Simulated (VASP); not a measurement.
HfIn4SiO6:

```
Hf In Si O
1.0
     3.23023   -5.57768   -0.02470
     3.23023    5.57768   -0.02470
    -1.49068    0.00000    6.32030
Hf In Si O
1 4 1 6
Direct
  0.10178 0.10178 0.00912
  0.79222 0.48204 0.00818
  0.48204 0.79222 0.00818
  0.54472 0.21983 0.48398
  0.21983 0.54472 0.48398
  0.85433 0.85433 0.44523
  0.83500 0.58822 0.38104
  0.58822 0.83500 0.38104
  0.02899 0.02899 0.29500
  0.97920 0.97920 0.69555
  0.42852 0.14514 0.07435
  0.14514 0.42852 0.07435
```

The cell was built by a generator and needn't be a form met in nature.

* Program: VASP 6.6.1
* Task: relaxation of cell and atoms
* Functional: PBE
* Dispersion: D4
* Potentials or basis: VASP PAW PBE potentials, release 64 (Hf_pv, In_d, Si, O)
* Cutoff: 600 eV
* k mesh: 5 × 5 × 4
* Occupations: fermi-dirac, width 0.05 eV
* Spin: no spin polarisation

At the start: pressure -1.9 GPa; volume 18.94 Å³/atom.

Problem. How do energy, volume and symmetry change on relaxing?

Solution. Over 52 steps the energy falls by 9.0 meV/atom and the volume is 17.64 Å³/atom (-6.9 %); space group Cm (No. 8, to 0.05 Å).

The path:
| step | energy change (eV) | largest force (eV/Å) | pressure (GPa) | volume (Å³) |
| --- | --- | --- | --- | --- |
| 1 | 0.0000 | 0.2105 | -1.91 | 227.34 |
| 3 | -0.0311 | 0.2861 | -0.08 | 222.63 |
| 5 | -0.0429 | 0.4673 | 0.00 | 220.47 |
| 7 | -0.0660 | 0.2924 | 0.01 | 216.56 |
| 9 | -0.0721 | 0.2520 | 0.08 | 215.69 |
| 11 | -0.0774 | 0.2354 | -0.09 | 215.12 |
| 13 | -0.0836 | 0.1646 | -0.14 | 214.01 |
| 15 | -0.0868 | 0.1304 | 0.17 | 213.30 |
| 17 | -0.0919 | 0.1627 | 0.02 | 212.99 |
| 19 | -0.0952 | 0.2219 | 0.06 | 212.87 |
| 21 | -0.0989 | 0.2180 | 0.07 | 212.98 |
| 23 | -0.1021 | 0.0680 | -0.14 | 213.31 |
| 25 | -0.1035 | 0.0864 | -0.07 | 212.84 |
| 27 | -0.1046 | 0.1071 | 0.16 | 212.19 |
| 29 | -0.1054 | 0.0730 | 0.09 | 211.97 |
| 31 | -0.1062 | 0.0708 | -0.13 | 212.18 |
| 33 | -0.1069 | 0.0384 | -0.04 | 211.97 |
| 35 | -0.1071 | 0.0491 | 0.02 | 211.81 |
| 37 | -0.1073 | 0.0422 | 0.03 | 211.74 |
| 39 | -0.1074 | 0.0354 | 0.01 | 211.73 |
| 41 | -0.1075 | 0.0203 | 0.01 | 211.72 |
| 43 | -0.1076 | 0.0327 | 0.02 | 211.70 |
| 45 | -0.1077 | 0.0240 | 0.00 | 211.74 |
| 47 | -0.1077 | 0.0309 | -0.02 | 211.74 |
| 49 | -0.1078 | 0.0213 | 0.01 | 211.69 |
| 51 | -0.1078 | 0.0139 | 0.00 | 211.67 |
| 52 | -0.1078 | 0.0096 | -0.01 | 211.68 |

Final structure:
```yaml
crystal:
  lattice:
    - [3.03328, -5.47461, -0.05662]
    - [3.03328, 5.47461, -0.05662]
    - [-1.46275, 0.00000, 6.40078]
  atoms:
    - { symbol: Hf, position: [0.08712, 0.08712, 0.00444] }
    - { symbol: In, position: [0.79420, 0.48353, 0.00561] }
    - { symbol: In, position: [0.48353, 0.79420, 0.00561] }
    - { symbol: In, position: [0.54606, 0.21332, 0.50253] }
    - { symbol: In, position: [0.21332, 0.54606, 0.50253] }
    - { symbol: Si, position: [0.85984, 0.85984, 0.44381] }
    - { symbol: O, position: [0.83392, 0.58311, 0.37433] }
    - { symbol: O, position: [0.58311, 0.83392, 0.37433] }
    - { symbol: O, position: [0.05939, 0.05939, 0.31138] }
    - { symbol: O, position: [0.97883, 0.97883, 0.69377] }
    - { symbol: O, position: [0.42666, 0.13400, 0.06084] }
    - { symbol: O, position: [0.13400, 0.42666, 0.06084] }
```
